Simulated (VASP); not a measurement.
Calculation: G0W0 on PBE orbitals, VASP's PBE PAW potentials (set 64) (plane waves; VASP 6.6.1).

VASP ran on this input.

### POSCAR
```
Si
1
    0.0000000000     2.6788000000     2.6788000000
    2.6788000000     0.0000000000     2.6788000000
    2.6788000000     2.6788000000     0.0000000000
Si
2
Direct
  0.0000000000   0.0000000000   0.0000000000
  0.2500000000   0.2500000000   0.2500000000
```

INCAR:
```
# general
SYSTEM       =  Si
PREC         =  Normal
ENCUT        =  350
LREAL        =  F
LASPH        =  T
NBANDS       =  160

# electronic loop
ALGO         =  EVGW0

# smearing
ISMEAR       =  0
SIGMA        =  0.01

# functional
GGA          =  PE

# output
LWAVE        =  F
LCHARG       =  F

# other
NELMGW       =  1
NOMEGA       =  64
ENCUTGW      =  200
NBANDSGW     =  12
LSPECTRALGW  =  T
```

**KPOINTS**
```
Automatic mesh
0
Gamma
4 4 4
0 0 0
```

POTCAR, in this order: Si_GW (PBE.64 set). Program: vasp_std. Read from the step before: WAVECAR, WAVEDER.

The run wrote:

### OSZICAR
```
energies w=
    0.000    0.000    0.253    0.000    0.506    0.000    0.758    0.000
    1.008    0.000    1.256    0.000    1.501    0.000    1.744    0.000
    1.983    0.000    2.219    0.000    2.451    0.000    2.681    0.000
    2.907    0.000    3.130    0.000    3.350    0.000    3.568    0.000
    3.783    0.000    3.997    0.000    4.209    0.000    4.420    0.000
    4.631    0.000    4.841    0.000    5.052    0.000    5.263    0.000
    5.476    0.000    5.690    0.000    5.908    0.000    6.128    0.000
    6.353    0.000    6.582    0.000    6.817    0.000    7.058    0.000
    7.307    0.000    7.565    0.000    7.832    0.000    8.112    0.000
    8.404    0.000    8.711    0.000    9.035    0.000    9.379    0.000
    9.745    0.000   10.137    0.000   10.559    0.000   11.015    0.000
   11.511    0.000   12.055    0.000   12.655    0.000   13.321    0.000
   14.067    0.000   14.908    0.000   15.866    0.000   16.970    0.000
   18.255    0.000   19.774    0.000   21.596    0.000   23.822    0.000
   26.604    0.000   30.178    0.000   34.931    0.000   41.558    0.000
   51.418    0.000   67.603    0.000   98.985    0.000  185.547    0.000
NQ=   1    0.0000    0.0000    0.0000,
 performed        110000 updates of chi_q(r,r)
NQ=   2    0.2500    0.0000    0.0000,
 performed        328000 updates of chi_q(r,r)
NQ=   3    0.5000    0.0000    0.0000,
 performed        515000 updates of chi_q(r,r)
NQ=   4    0.2500    0.2500    0.0000,
 performed        733000 updates of chi_q(r,r)
NQ=   5    0.5000    0.2500    0.0000,
 performed       1035000 updates of chi_q(r,r)
NQ=   6   -0.2500    0.2500    0.0000,
 performed       1306000 updates of chi_q(r,r)
NQ=   7    0.5000    0.5000    0.0000,
 performed       1470000 updates of chi_q(r,r)
NQ=   8   -0.2500    0.5000    0.2500,
 performed       1680000 updates of chi_q(r,r)
 resolving degeneracies of screened two electron integrals
```

OUTCAR:
```


 k-point   1 :       0.0000    0.0000    0.0000
  band No.  KS-energies  QP-energies   sigma(KS)   V_xc(KS)     V^pw_x(r,r')   Z            occupation Imag(sigma)

      1      -6.3451      -6.8172     -11.2236     -10.5376     -17.6684       0.6882       2.0000       1.2369
      2       5.9126       5.3491     -12.2716     -11.5323     -13.1665       0.7622       2.0000       0.0377
      3       5.9126       5.3491     -12.2716     -11.5323     -13.1665       0.7622       2.0000       0.0377
      4       5.9126       5.3491     -12.2716     -11.5323     -13.1665       0.7622       2.0000       0.0377
      5       8.4718       8.5511     -10.1018     -10.2064      -5.6619       0.7578       0.0000      -0.0712
      6       8.4718       8.5511     -10.1018     -10.2064      -5.6619       0.7578       0.0000      -0.0712
      7       8.4718       8.5511     -10.1018     -10.2064      -5.6619       0.7578       0.0000      -0.0712
      8       9.7496       9.9390     -10.8230     -11.0753      -5.6976       0.7510       0.0000      -0.1015
      9      13.6479      13.7842      -9.9588     -10.1406      -4.2943       0.7498       0.0000      -0.2168
     10      13.6479      13.7842      -9.9588     -10.1406      -4.2943       0.7498       0.0000      -0.2168
     11      14.0292      13.7635      -8.2520      -7.9067      -2.6777       0.7695       0.0000      -0.2918
     12      17.2798      17.0682      -8.7464      -8.4667      -2.3049       0.7567       0.0000      -0.5836

 k-point   2 :       0.2500    0.0000    0.0000
  band No.  KS-energies  QP-energies   sigma(KS)   V_xc(KS)     V^pw_x(r,r')   Z            occupation Imag(sigma)

      1      -5.5155      -5.9818     -11.3255     -10.6182     -17.3992       0.6593       2.0000       1.0804
      2       1.8973       1.3350     -11.5716     -10.7965     -13.9188       0.7254       2.0000       0.1269
      3       5.1218       4.5598     -12.0327     -11.2902     -13.1327       0.7569       2.0000       0.0435
      4       5.1218       4.5598     -12.0327     -11.2902     -13.1327       0.7569       2.0000       0.0435
      5       8.0681       8.1244     -10.1833     -10.2571      -5.7408       0.7630       0.0000      -0.0678
      6       9.4320       9.5112     -10.1352     -10.2399      -5.4151       0.7565       0.0000      -0.0912
      7       9.4320       9.5112     -10.1352     -10.2399      -5.4151       0.7565       0.0000      -0.0912
      8      13.1102      13.1595      -9.6916      -9.7576      -4.1009       0.7470       0.0000      -0.2291
      9      13.1102      13.1595      -9.6916      -9.7576      -4.1009       0.7470       0.0000      -0.2291
     10      13.1684      13.2162     -10.5161     -10.5811      -4.6897       0.7352       0.0000      -0.2327
     11      15.0345      14.7992      -8.4384      -8.1256      -2.5479       0.7522       0.0000      -0.3622
     12      18.0149      17.8532      -9.1251      -8.9047      -2.6929       0.7334       0.0000      -0.5488

 k-point   3 :       0.5000    0.0000    0.0000
  band No.  KS-energies  QP-energies   sigma(KS)   V_xc(KS)     V^pw_x(r,r')   Z            occupation Imag(sigma)

      1      -3.9058      -4.4140     -11.6549     -10.9479     -17.0350       0.7187       2.0000       0.8494
      2      -1.2673      -1.8094     -11.0731     -10.2978     -15.0422       0.6992       2.0000       0.3947
      3       4.6726       4.0857     -12.0488     -11.2689     -13.3934       0.7526       2.0000       0.0500
      4       4.6726       4.0857     -12.0488     -11.2689     -13.3934       0.7526       2.0000       0.0500
      5       7.5841       7.6331     -10.1822     -10.2462      -5.8463       0.7662       0.0000      -0.0623
      6       9.2102       9.2861      -9.6860      -9.7856      -5.0040       0.7621       0.0000      -0.0866
      7       9.2102       9.2861      -9.6860      -9.7856      -5.0040       0.7621       0.0000      -0.0866
      8      13.6770      13.4152      -8.1880      -7.8445      -2.3983       0.7622       0.0000      -0.3004
      9      16.5640      16.5739     -10.2850     -10.2983      -3.7054       0.7396       0.0000      -0.5386
     10      16.5640      16.5739     -10.2850     -10.2983      -3.7054       0.7396       0.0000      -0.5386
     11      17.4888      17.4912     -10.2223     -10.2257      -3.4244       0.7367       0.0000      -0.6311
     12      17.4888      17.4912     -10.2223     -10.2257      -3.4244       0.7367       0.0000      -0.6311

 k-point   4 :       0.2500    0.2500    0.0000
  band No.  KS-energies  QP-energies   sigma(KS)   V_xc(KS)     V^pw_x(r,r')   Z            occupation Imag(sigma)

      1      -5.2240      -5.7104     -11.3388     -10.6362     -17.2900       0.6923       2.0000       1.0460
      2       2.3975       1.8466     -12.1074     -11.3539     -14.2718       0.7311       2.0000       0.1103
      3       3.9357       3.3544     -11.6843     -10.9065     -13.1996       0.7475       2.0000       0.0593
      4       3.9357       3.3544     -11.6843     -10.9065     -13.1996       0.7475       2.0000       0.0593
      5       6.9840       6.9620      -9.5431      -9.5147      -5.4633       0.7710       0.0000      -0.0567
      6       9.0109       9.0138      -9.1892      -9.1930      -4.5094       0.7669       0.0000      -0.0840
      7      11.7939      11.8762     -10.6960     -10.8081      -5.2609       0.7341       0.0000      -0.1689
      8      11.7939      11.8762     -10.6960     -10.8081      -5.2609       0.7341       0.0000      -0.1689
      9      14.3877      14.5244     -10.8539     -11.0386      -4.8119       0.7399       0.0000      -0.3031
     10      14.8888      14.9982     -10.0214     -10.1668      -4.0115       0.7523       0.0000      -0.3490
     11      17.6168      17.4193      -8.9495      -8.6839      -2.6446       0.7439       0.0000      -0.5055
     12      19.0959      18.9277      -9.1973      -8.9733      -2.3380       0.7508       0.0000      -0.8012

 k-point   5 :       0.5000    0.2500    0.0000
  band No.  KS-energies  QP-energies   sigma(KS)   V_xc(KS)     V^pw_x(r,r')   Z            occupation Imag(sigma)

      1      -3.5175      -4.0163     -11.5912     -10.8820     -16.7831       0.7033       2.0000       0.7725
      2      -0.5931      -1.1291     -11.6233     -10.8653     -15.3238       0.7070       2.0000       0.3344
      3       2.2306       1.6510     -11.1736     -10.3841     -13.1981       0.7341       2.0000       0.1025
      4       3.6135       3.0165     -11.7057     -10.9026     -13.3976       0.7434       2.0000       0.0665
      5       7.3688       7.3476      -9.3498      -9.3223      -5.1199       0.7716       0.0000      -0.0613
      6      10.3752      10.3541      -9.7844      -9.7564      -4.8441       0.7539       0.0000      -0.1129
      7      11.8530      11.9351     -10.5391     -10.6497      -5.0345       0.7415       0.0000      -0.1769
      8      11.8982      11.9700     -10.1557     -10.2522      -4.6830       0.7436       0.0000      -0.1822
      9      16.3665      16.3174      -9.9956      -9.9291      -3.3605       0.7383       0.0000      -0.5102
     10      16.5941      16.5998     -10.2949     -10.3027      -3.6827       0.7338       0.0000      -0.5381
     11      18.2852      18.3272     -10.4505     -10.5070      -3.5004       0.7432       0.0000      -0.7208
     12      18.9332      18.8487      -9.6741      -9.5608      -2.9945       0.7462       0.0000      -0.6547

 k-point   6 :      -0.2500    0.2500    0.0000
  band No.  KS-energies  QP-energies   sigma(KS)   V_xc(KS)     V^pw_x(r,r')   Z            occupation Imag(sigma)

      1      -4.2210      -4.7230     -11.5048     -10.7780     -16.9949       0.6907       2.0000       0.8828
      2       0.3474      -0.1988     -11.7856     -11.0208     -15.0186       0.7142       2.0000       0.2419
      3       1.9862       1.3994     -11.0008     -10.2035     -13.1208       0.7360       2.0000       0.1130
      4       4.5317       3.9550     -11.9274     -11.1606     -13.2347       0.7521       2.0000       0.0504
      5       8.3644       8.3999      -9.6338      -9.6803      -5.1223       0.7653       0.0000      -0.0731
      6      10.7666      10.8653     -10.1566     -10.2890      -4.8598       0.7454       0.0000      -0.1451
      7      11.1378      11.1174     -10.4290     -10.4019      -5.4267       0.7516       0.0000      -0.1282
      8      12.2653      12.3111     -10.0268     -10.0887      -4.3374       0.7408       0.0000      -0.2026
      9      12.3290      12.3428      -9.6413      -9.6596      -4.3298       0.7555       0.0000      -0.1839
     10      15.7736      15.7650     -10.1673     -10.1554      -3.5542       0.7284       0.0000      -0.4734
     11      18.7497      18.5926      -9.1045      -8.8918      -2.5837       0.7387       0.0000      -0.6049
     12      19.4776      19.5694     -10.8898     -11.0127      -3.6374       0.7475       0.0000      -0.8208

 k-point   7 :       0.5000    0.5000    0.0000
  band No.  KS-energies  QP-energies   sigma(KS)   V_xc(KS)     V^pw_x(r,r')   Z            occupation Imag(sigma)

      1      -2.0475      -2.5451     -11.6762     -10.9548     -16.1582       0.6897       2.0000       0.5236
      2      -2.0475      -2.5451     -11.6762     -10.9548     -16.1582       0.6897       2.0000       0.5236
      3       2.9403       2.3286     -11.6034     -10.7719     -13.6047       0.7356       2.0000       0.0835
      4       2.9403       2.3286     -11.6034     -10.7719     -13.6047       0.7356       2.0000       0.0835
      5       6.5199       6.4653      -9.1619      -9.0916      -5.1327       0.7770       0.0000      -0.0549
      6       6.5199       6.4653      -9.1619      -9.0916      -5.1327       0.7770       0.0000      -0.0549
      7      16.3644      16.4203     -10.7690     -10.8462      -3.6936       0.7242       0.0000      -0.5645
      8      16.3644      16.4203     -10.7690     -10.8462      -3.6936       0.7242       0.0000      -0.5645
      9      17.0226      17.0321     -10.6424     -10.6553      -4.0590       0.7420       0.0000      -0.5642
...
```
(Selected blocks of OUTCAR.)

The mesh is coarse and the basis finite, so the quasiparticle values are not converged.

The compound is Si in the diamond structure. This cell is one point of a volume scan, at 0.96 of the reference volume. The k-mesh is coarse (spacing up to 0.51 per Å, 2π included), so the numbers may not be converged in it.
